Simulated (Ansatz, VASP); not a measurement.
# Cross-check of Si78C79 (two particles of SiC after sintering) between VASP and Ansatz

One calculation is typed for both programs; each brings its own data sets and cutoff. How far apart do they land? The cell is taken from a series of runs on this material, whose earlier steps may have relaxed or scaled it; both programs get it as it stands.

Main program and level: Ansatz 0.2.0; plane waves, with VASP 6.6.1 beside it; single point at PBE.

## Step 1: Set-up

The cell holds 157 atoms: 79 C and 78 Si. Its edges and angles: a = 21.700 Å, b = 21.737 Å, c = 34.041 Å, α = 90.0°, β = 90.0°, γ = 90.0°. It derives from SiC (zincblende SiC). As first built, before any earlier steps moved the atoms: 2 sphere(s) of radius 5.95, 5.75 A cut from zincblende SiC (a = 4.36 A), turned at random and set in contact, in vacuum; annealed 20 ps at 1770 K with the Erhart-Albe potential (Erhart and Albe, Phys. Rev. B 71, 035211 (2005)), cooled to 300 K. . Vacuum lies along a, b and c.

## Step 2: VASP: single point, PBE

With cell and atoms fixed, the geometry can't cause a difference; cores, projectors, grids and the points listed under the comparison can.

Lines of VASP's logs that name or quote its potential files are left out, and so is its time.

Contents of INCAR:

```
SYSTEM = Si78C79
PREC = Accurate
ENCUT = 520
EDIFF = 1E-05
NELM = 100
ISMEAR = -1
SIGMA = 0.05
LREAL = Auto
ALGO = Fast
GGA = PE
NBANDS = 423
LORBIT = 11
LWAVE = .FALSE.
LCHARG = .FALSE.
ISIF = 0
```

Contents of POSCAR:

```
Si78C79
1.0
   21.7003100000      0.0000000000      0.0000000000
    0.0000000000     21.7371200000      0.0000000000
    0.0000000000      0.0000000000     34.0411500000
C Si
79 78
Direct
    0.3895400000      0.6798000000      0.2254100000
    0.4894600000      0.6488100000      0.1636900000
    0.5386500000      0.7253900000      0.2326400000
    0.3886000000      0.5538200000      0.1986400000
    0.3537800000      0.7359000000      0.3331900000
    0.4623000000      0.6685600000      0.2923600000
    0.4794700000      0.7649900000      0.3464400000
    0.3549000000      0.6445000000      0.2566500000
    0.2303000000      0.5774600000      0.3204500000
    0.3087700000      0.4963100000      0.2671500000
    0.3658400000      0.6040700000      0.3485800000
    0.2481600000      0.4459700000      0.3408400000
    0.4294600000      0.7082800000      0.4127000000
    0.2775600000      0.5417400000      0.4031400000
    0.5481300000      0.5929600000      0.2322500000
    0.6408600000      0.4778400000      0.2323600000
    0.6818600000      0.6028000000      0.2684500000
    0.5165100000      0.4672300000      0.1968800000
    0.3976000000      0.4171900000      0.2183900000
    0.5295500000      0.4040100000      0.2088300000
    0.5856500000      0.4597900000      0.2873800000
    0.4671000000      0.3019400000      0.2618400000
    0.6003700000      0.6966900000      0.3205900000
    0.4954700000      0.6270300000      0.3709100000
    0.6184000000      0.5570900000      0.3510900000
    0.6309600000      0.6591100000      0.4067300000
    0.4556100000      0.5257800000      0.2966400000
    0.3803800000      0.4621100000      0.3691300000
    0.4877700000      0.3864700000      0.3327800000
    0.5057500000      0.4817600000      0.3906000000
[... 121 atom lines left out ...]
    0.5258000000      0.2496100000      0.6567300000
    0.6582100000      0.3123100000      0.6537200000
    0.6750200000      0.5284000000      0.7528100000
    0.6140200000      0.4132800000      0.7986200000
    0.7046900000      0.3981600000      0.7265900000
    0.5800500000      0.3186500000      0.7321400000
```

Contents of KPOINTS:

```
Automatic mesh
0
Gamma
1 1 1
0 0 0
```

The projector-augmented-wave data sets are C and Si (PBE family, release 64).

The run is started by

```
$ export OMP_NUM_THREADS=5
$ mpirun -np 1 vasp_gam
```

Numbers of over 12 decimals in the logs are rounded to 6 here.

The log of the run:

```text
[banner, memory and clock lines left out]
running    1 mpi-ranks, on    1 nodes
[...]
Offloading initialized ...    1 GPUs detected
[...]
LDA part: xc-table for (Slater+PW92), standard interpolation
 POSCAR, INCAR and KPOINTS ok, starting setup
[...]
entering main loop
       N       E                     dE             d eps       ncg     rms          rms(c)
DAV:   1     0.602304123388E+04    0.60230E+04   -0.19929E+05   918   0.105E+03
DAV:   2     0.370439266407E+03   -0.56526E+04   -0.53908E+04  1364   0.204E+02
DAV:   3    -0.105848230400E+04   -0.14289E+04   -0.13815E+04  1212   0.106E+02
DAV:   4    -0.117173617517E+04   -0.11325E+03   -0.11087E+03  1052   0.357E+01
[...]
RMM:  44    -0.988296812081E+03   -0.19738E-04   -0.15704E-06   351   0.113E-03    0.315E-04
RMM:  45    -0.988296822461E+03   -0.10381E-04   -0.84921E-07   307   0.102E-03    0.262E-04
RMM:  46    -0.988296829450E+03   -0.69886E-05   -0.45625E-07   258   0.955E-04
   1 F= -.98829683E+03 E0= -.98790510E+03  d E =-.783454E+00
```

From OUTCAR (step 2):

```text
  FREE ENERGIE OF THE ION-ELECTRON SYSTEM (eV)
  ---------------------------------------------------
  free  energy   TOTEN  =      -988.2968294501 eV

  energy  without entropy=     -987.5133750078  energy(sigma->0) =     -987.90510223
```

The gap is under twice the smearing width, so the edge states are partly filled and the run can't tell a small gap from a semimetal.

## Step 3: Ansatz: single point, PBE

Ansatz runs on its default PAW (the set named soft_2) files.

The same cell, functional, mesh and smearing now go to Ansatz, which takes its cutoff from its data sets.

Contents of input.yaml:

```yaml
crystal:
  lattice:
    - [21.70031, 0.0, 0.0]
    - [0.0, 21.73712, 0.0]
    - [0.0, 0.0, 34.04115]
  atoms:
    - { symbol: C, position: [0.38954, 0.6798, 0.22541] }
    - { symbol: C, position: [0.48946, 0.64881, 0.16369] }
    - { symbol: C, position: [0.53865, 0.72539, 0.23264] }
    - { symbol: Si, position: [0.41539, 0.63255, 0.18403] }
    - { symbol: C, position: [0.3886, 0.55382, 0.19864] }
    - { symbol: C, position: [0.35378, 0.7359, 0.33319] }
    - { symbol: Si, position: [0.45581, 0.72446, 0.24866] }
    - { symbol: C, position: [0.4623, 0.66856, 0.29236] }
    - { symbol: C, position: [0.47947, 0.76499, 0.34644] }
    - { symbol: C, position: [0.3549, 0.6445, 0.25665] }
    - { symbol: C, position: [0.2303, 0.57746, 0.32045] }
    - { symbol: Si, position: [0.33885, 0.56379, 0.24105] }
    - { symbol: C, position: [0.30877, 0.49631, 0.26715] }
    - { symbol: Si, position: [0.37616, 0.66167, 0.30795] }
    - { symbol: C, position: [0.36584, 0.60407, 0.34858] }
    - { symbol: Si, position: [0.24589, 0.5029, 0.3002] }
    - { symbol: C, position: [0.24816, 0.44597, 0.34084] }
    - { symbol: Si, position: [0.40725, 0.76631, 0.37065] }
    - { symbol: C, position: [0.42946, 0.70828, 0.4127] }
    - { symbol: Si, position: [0.28336, 0.59692, 0.36118] }
    - { symbol: C, position: [0.27756, 0.54174, 0.40314] }
    - { symbol: Si, position: [0.54813, 0.66028, 0.19934] }
    - { symbol: C, position: [0.54813, 0.59296, 0.23225] }
    - { symbol: C, position: [0.64086, 0.47784, 0.23236] }
    - { symbol: C, position: [0.68186, 0.6028, 0.26845] }
    - { symbol: C, position: [0.51651, 0.46723, 0.19688] }
    - { symbol: Si, position: [0.43413, 0.48521, 0.19857] }
    - { symbol: C, position: [0.3976, 0.41719, 0.21839] }
    - { symbol: C, position: [0.52955, 0.40401, 0.20883] }
    - { symbol: Si, position: [0.57692, 0.52281, 0.21269] }
[... 121 atom lines left out ...]
    - { symbol: Si, position: [0.65821, 0.31231, 0.65372] }
    - { symbol: Si, position: [0.67502, 0.5284, 0.75281] }
    - { symbol: C, position: [0.67457, 0.4465, 0.7664] }
    - { symbol: Si, position: [0.61402, 0.41328, 0.79862] }
    - { symbol: Si, position: [0.70469, 0.39816, 0.72659] }
    - { symbol: Si, position: [0.58005, 0.31865, 0.73214] }
kpoints:
  mp_grid: { grid: [1, 1, 1] }
hamiltonian:
  xc: pbe
scf:
  occupations: { method: fermi_dirac, width: 0.05 }
output:
  forces: true
  populations: true
  dos:
    method: { smearing: { sigma: 0.15 } }
    de: 0.1
    projected: { site_lists: { C: [C], Si: [Si] } }
  eigenvalues: true
  write_density: true
  write_potential: true
  volumetric_format: npy
```

The run is started by

```
$ ansatz run input.yaml --threads 8 --pin off --max-ram 31232MiB --backend cpu --events-out ev --progress --plain --runs-dir out
```

The log of the run:

```text
Engine: ansatz 0.2.0, aarch64-unknown-linux-gnu
Pseudopotentials: kind: paw
Pseudopotential: C, paw, valence charge 4, recommended cutoff 420 eV (normal), C.paw.azcp
Pseudopotential: Si, paw, valence charge 4, recommended cutoff 420 eV (normal), Si.paw.azcp
Functional definition: PBE
  parameter kappa = 0.804
  parameter beta = 0.066725
  exchange = pbe_x(kappa = kappa, mu = beta*pi^2/3)
  correlation = pbe_c(beta = beta)
Crystal: 157 atoms, lattice volume = 16057.287 Å³
Basis set: ecut = 420 eV, 313925 PW (Γ), exchange–correlation on 300×300×480 points (8 copies of the dense FFT grid, shifted against one another)
Bands: 471, of which v1, the nominal top of the filled ones, is band 314 counted from 1 (313 counted from 0)
Symmetry: 1 space group operations
Space group: P1 (ITA 1), of the structure as read, at distance tolerance 2.5e-4 Å
k-points: 1
Non-local potential: C, projectors of the file, l = 0: 2, l = 1: 2, l = 2: 1
Non-local potential: Si, projectors of the file, l = 0: 2, l = 1: 2, l = 2: 2
PAW form: soft (Blöchl's): semilocal exchange-correlation on the pseudo side does not see the compensation charge
PAW one-centre angular grid: C, 110 points (default); XC on 64 Gauss nodes
PAW one-centre angular grid: Si, 110 points (default); XC on 64 Gauss nodes
Initial density: superposition of atomic densities (neutral atoms: chi_scale 0, normalization atom), corrected by the library's trained network
Initial wavefunctions: pseudopotential atomic-orbital guess
Functional: x = pbe(κ = 0.804, μ = 0.219515), c = pbe(β = 0.066725)
SCF iter   1: F=—  HF=-69255.811293 eV  |F-HF|=—  |Δ(HF+E_count)|=         —  Δρ=6.48e-3  dr2=4.63e1  ethr=1.77e-3  ⟨swp⟩=7.0  Hψ=2538  notcnv=0  defer=95
preconditioner: auto → LDOS  [metal: Δε(μ)=0.006 eV  Ē_g=9.189 eV  σ=0.050 eV  W_gap=0.03  n_scr=1104 (ndim 8)  ℏωp=7.3 eV  f_vac=0.802  D(μ)=80.24/eV (n_scr^D=238)  β→1.0]
SCF iter   2: F=—  HF=-69254.973413 eV  |F-HF|=—  |Δ(HF+E_count)|=   8.38e-1  Δρ=7.12e-3  dr2=3.75e1  ethr=1.77e-3  ⟨swp⟩=2.0  Hψ=619  notcnv=0  defer=101
SCF iter   3: F=—  HF=-69253.902556 eV  |F-HF|=—  |Δ(HF+E_count)|=    1.07e0  Δρ=1.46e-3  dr2=1.26e0  ethr=1.77e-3  ⟨swp⟩=3.0  Hψ=437  notcnv=0  defer=101
SCF iter   4: F=—  HF=-69253.892236 eV  |F-HF|=—  |Δ(HF+E_count)|=   1.03e-2  Δρ=6.36e-4  dr2=1.88e-1  ethr=2.00e-4  ⟨swp⟩=3.0  Hψ=549  notcnv=0  defer=98
SCF iter   5: F=—  HF=-69253.896927 eV  |F-HF|=—  |Δ(HF+E_count)|=   4.69e-3  Δρ=5.10e-4  dr2=1.55e-1  ethr=3.00e-5  ⟨swp⟩=1.0  Hψ=373  notcnv=0  defer=98
SCF iter   6: F=—  HF=-69253.895351 eV  |F-HF|=—  |Δ(HF+E_count)|=   1.58e-3  Δρ=2.16e-4  dr2=1.90e-2  ethr=2.48e-5  ⟨swp⟩=1.0  Hψ=373  notcnv=0  defer=98
SCF iter   7: F=—  HF=-69253.896791 eV  |F-HF|=—  |Δ(HF+E_count)|=   1.44e-3  Δρ=1.21e-4  dr2=5.53e-3  ethr=3.02e-6  ⟨swp⟩=2.0  Hψ=563  notcnv=0  defer=98
SCF iter   8: F=—  HF=-69253.897431 eV  |F-HF|=—  |Δ(HF+E_count)|=   6.40e-4  Δρ=8.14e-5  dr2=2.35e-3  ethr=8.81e-7  ⟨swp⟩=2.0  Hψ=645  notcnv=0  defer=98
SCF iter   9: F=—  HF=-69253.897548 eV  |F-HF|=—  |Δ(HF+E_count)|=   1.17e-4  Δρ=4.27e-5  dr2=6.84e-4  ethr=3.75e-7  ⟨swp⟩=2.0  Hψ=675  notcnv=0  defer=98
SCF iter  10: F=—  HF=-69253.897783 eV  |F-HF|=—  |Δ(HF+E_count)|=   2.35e-4  Δρ=2.61e-5  dr2=2.22e-4  ethr=1.09e-7  ⟨swp⟩=1.0  Hψ=373  notcnv=0  defer=98
SCF iter  11: F=—  HF=-69253.897906 eV  |F-HF|=—  |Δ(HF+E_count)|=   1.23e-4  Δρ=1.41e-5  dr2=5.46e-5  ethr=3.53e-8  ⟨swp⟩=2.0  Hψ=374  notcnv=0  defer=98
SCF iter  12: F=—  HF=-69253.897035 eV  |F-HF|=—  |Δ(HF+E_count)|=   8.70e-4  Δρ=8.37e-6  dr2=2.14e-5  ethr=8.70e-9  ⟨swp⟩=3.0  Hψ=831  notcnv=0  defer=98
SCF iter  13: F=—  HF=-69253.897054 eV  |F-HF|=—  |Δ(HF+E_count)|=   1.86e-5  Δρ=4.86e-6  dr2=7.43e-6  ethr=3.41e-9  ⟨swp⟩=1.0  Hψ=373  notcnv=0  defer=98
SCF iter  14: F=—  HF=-69253.897066 eV  |F-HF|=—  |Δ(HF+E_count)|=   1.24e-5  Δρ=2.23e-6  dr2=1.60e-6  ethr=1.18e-9  ⟨swp⟩=2.0  Hψ=375  notcnv=0  defer=98
SCF iter  15: F=—  HF=-69253.897070 eV  |F-HF|=—  |Δ(HF+E_count)|=   3.83e-6  Δρ=1.18e-6  dr2=6.78e-7  ethr=2.55e-10  ⟨swp⟩=2.0  Hψ=673  notcnv=0  defer=98
SCF iter  16: F=-69253.897072 eV  HF=-69253.897071 eV  |F-HF|=5.91e-7  |Δ(HF+E_count)|=   7.83e-7  Δρ=4.28e-7  dr2=5.71e-8  ethr=1.59e-11  ⟨swp⟩=41.0  Hψ=6133  notcnv=0
SCF 1 converged in 16 iterations: F = -69253.897072 eV  dr2 = 5.71e-8
  greatest PAW one-centre occupation: 0.690 electrons in one spin orbital (limit 2), on the Si atom at site 39 (counted from 0), in its partial waves of l = 0
[...]
atom 150  C     -0.51439738     0.20316290    -0.00170555
  atom 151  Si     0.92301213     0.43215017    -1.51438626
  atom 152  Si    -0.49458361     0.17089851    -0.65344481
  atom 153  Si    -0.96795108     0.71703380    -1.17000015
  atom 154  C     -0.57054209    -0.21497655     0.35672101
  atom 155  Si    -0.24886303     0.90487114    -0.91441823
  atom 156  Si    -0.09277879     0.69853937    -0.54696040
  atom 157  Si    -0.16139695     1.14398714     0.80701614
  max |Σ_I F_I| component: 3.68e-5 eV/Å
--- Band table (eV) ---
  k-point 0: bands = [... 310 lower, -3.4183, -3.3963, -3.3885, -3.3757, -3.3466, -3.3277, -3.3092, -3.2891, ... 153 higher]
--- Löwdin populations: 157 sites ---
  site symbol       q [e]
     0      C      4.4776
     1      C      4.7496
     2      C      4.8554
     3     Si      2.9980
     4      C      4.9322
     5      C      4.6495
     6     Si      3.0808
     7      C      4.9024
     8      C      4.6284
     9      C      4.4911
    10      C      4.6914
    11     Si      2.9548
    12      C      4.9684
    13     Si      2.9267
    14      C      4.9453
    15     Si      2.9518
    16      C      4.6206
    17     Si      3.1027
    18      C      4.4054
    19     Si      3.0325
    20      C      4.8895
    21     Si      2.9730
    22      C      4.8910
    23      C      4.7270
[...]
149      C      4.7958
   150     Si      3.3528
   151     Si      3.4044
   152     Si      2.9306
   153      C      4.8426
   154     Si      3.1184
   155     Si      3.4653
   156     Si      3.0639
  spilling = 0.013591 (of n_electrons = 628.000000)
```

The column dr2 measures how far the density is from self-consistency, as an energy; F and HF (Harris–Foulkes) agree once it is small.

## Step 4: Differences

Known differences besides the PAW data sets themselves: the cutoff is 420 eV in Ansatz and 520 eV in VASP (PREC = Accurate, projectors in real space); VASP leaves aspherical gradient terms in its spheres out (LASPH is not set), Ansatz keeps them. Total energies have different zeros and are not compared.

Forces on 10 of the 157 atoms, picked by the larger force of the two programs (eV/Å; atoms numbered as in POSCAR):

```tsv
atom	Ansatz x, y, z	VASP x, y, z
C1	-1.005, -0.981, 2.424	-0.997, -0.963, 2.389
C13	4.001, 1.232, 2.309	3.964, 1.232, 2.293
C33	-4.004, -1.157, -2.138	-3.957, -1.165, -2.118
Si84	0.485, 0.219, 2.907	0.490, 0.214, 2.900
Si86	-2.137, -2.467, -0.889	-2.136, -2.462, -0.878
Si121	-1.132, -1.073, -2.234	-1.133, -1.075, -2.225
Si122	0.586, -0.030, 3.383	0.583, -0.034, 3.378
Si127	1.102, -0.309, -2.420	1.104, -0.303, -2.415
Si138	1.501, -0.680, 2.261	1.491, -0.681, 2.246
Si141	-0.419, 2.321, -1.850	-0.416, 2.309, -1.850
```

The forces differ by 9.5 meV/Å r.m.s., which is 1.0 % of the r.m.s. force of 0.96 eV/Å (both taken over all components).

## Step 5: Results

```yaml
r_m_s_force_difference_single_point_pbe: 0.99 % of the r.m.s. force
```

The r.m.s. force difference is 0.99 % of the r.m.s. force (single point, PBE), within the 3 % picked in this series as the mark of a large difference. Differences of this kind measure data sets and numerical settings, not the functional's error against experiment.

[Lines on the potential files, build, host, timing and source positions are cut from VASP's logs without a mark.]

[Logs are printed without paths, hosts, clocks, repeated set-up lines and the standing remarks that a program may print on its own settings, such as how far it seeks lower states.]

[Hosts, paths, dates, database ids (printed as entryN), source tags and the programs' standing remarks are cut or masked in the printed files.]
